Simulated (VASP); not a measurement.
A VASP calculation is set up with these files.

INCAR:
```
SYSTEM = Ta
PREC = Accurate
ENCUT = 400
EDIFF = 1E-6
NELM = 100
ALGO = Normal
LREAL = .FALSE.
LASPH = .TRUE.
ISMEAR = 1
SIGMA = 0.1
GGA = PE
LMAXMIX = 6
LWAVE = .FALSE.
LCHARG = .FALSE.
ISIF = 2
NBANDS = 4
```

File KPOINTS:
```
Automatic mesh
0
Gamma
11 11 11
0 0 0
```

File POSCAR:
```
Ta
1
   -1.6830000000     1.6830000000     1.6830000000
    1.6830000000    -1.6830000000     1.6830000000
    1.6830000000     1.6830000000    -1.6830000000
Ta
1
Direct
  0.0000000000   0.0000000000   0.0000000000
```

POTCAR, in this order: Ta_pv (PBE.64 set). Program: vasp_std.

The resulting files:

File standard output:
```
 POSCAR found type information on POSCAR Ta
 POSCAR found :  1 types and       1 ions
 Reading from existing POTCAR
 Reading from existing POTCAR
 LDA part: xc-table for (Slater+PW92), standard interpolation

 -----------------------------------------------------------------------------
|                                                                             |
|     EEEEEEE  RRRRRR   RRRRRR   OOOOOOO  RRRRRR      ###     ###     ###     |
|     E        R     R  R     R  O     O  R     R     ###     ###     ###     |
|     E        R     R  R     R  O     O  R     R     ###     ###     ###     |
|     EEEEE    RRRRRR   RRRRRR   O     O  RRRRRR       #       #       #      |
|     E        R   R    R   R    O     O  R   R                               |
|     E        R    R   R    R   O     O  R    R      ###     ###     ###     |
|     EEEEEEE  R     R  R     R  OOOOOOO  R     R     ###     ###     ###     |
|                                                                             |
|     The number of bands is not sufficient to hold all electrons. I am       |
|     sorry, but this calculation does not make sense. If you want to         |
|     calculate only selected states, you need to set either EFERMI or        |
|     EREF. EREF specifies around which energy states are supposed to be      |
|     calculated.                                                             |
|     I found NBANDS = 4, NELECT = 11.                                        |
|                                                                             |
|       ---->  I REFUSE TO CONTINUE WITH THIS SICK JOB ... BYE!!! <----       |
|                                                                             |
 -----------------------------------------------------------------------------
```

### Question
Read input and log: which fault does this run have?
(A) LSORBIT needs the non-collinear program vasp_ncl
(B) Methfessel-Paxton smearing was used on a material with a gap
(C) POTIM is too large for the ionic optimiser
(D) NBANDS is too small to hold all electrons

### Answer
D, NBANDS is too small to hold all electrons. VASP stops with an error: The number of bands is not sufficient to hold all electrons. I am sorry, but this calculation does not make sense. If you want to calculate only selected states, you need to set either EFERMI or EREF. EREF specifies around which energy states are supposed to be calculated. I found NBANDS = 4, NELECT = 11. ----> I REFUSE TO CONTINUE WITH THIS SICK JOB ... BYE!!! <----

To mend it, remove NBANDS.

The mended run (PBE GGA, plane waves, VASP's PBE PAW potentials (set 64)) converges, and its OSZICAR ends with
```
   1 F= -.11794186E+02 E0= -.11794125E+02  d E =-.184620E-03
```

The compound is Ta in the bcc structure. The cell was not relaxed at this level.
